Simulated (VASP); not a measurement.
The system is CdS (Hawleyite).

```
Cd S
1.0
     0.00000    2.93921    2.93921
     2.93921    0.00000    2.93921
     2.93921    2.93921    0.00000
Cd S
1 1
Cartesian
  0.0000 0.0000 0.0000
  1.4696 1.4696 1.4696
```

Base run:

- Program: VASP 6.6.1
- Functional: PBE
- Potentials or basis: VASP PAW PBE potentials, release 64 (Cd, S)
- Cutoff: 520 eV
- k mesh: 6 × 6 × 6
- Occupations: gaussian, width 0.01 eV
- Spin: no spin polarisation

Its results: band gap on the k mesh 1.10 eV, direct; pressure 1.7 GPa.

**Question.** The run is repeated on the same cell with these changes: functional from PBE to r2SCAN; further incar settings from ALGO = Normal; EDIFF = 1e-06; NBANDS = 16 to ALGO = Normal; EDIFF = 1e-07; NBANDS = 16. What comes out?

**Answer.** Band gap on the k mesh 1.54 eV, direct; pressure 0.3 GPa.

Caveats: the PAW data sets were made with another functional, which shifts forces and pressure a little (some runs).

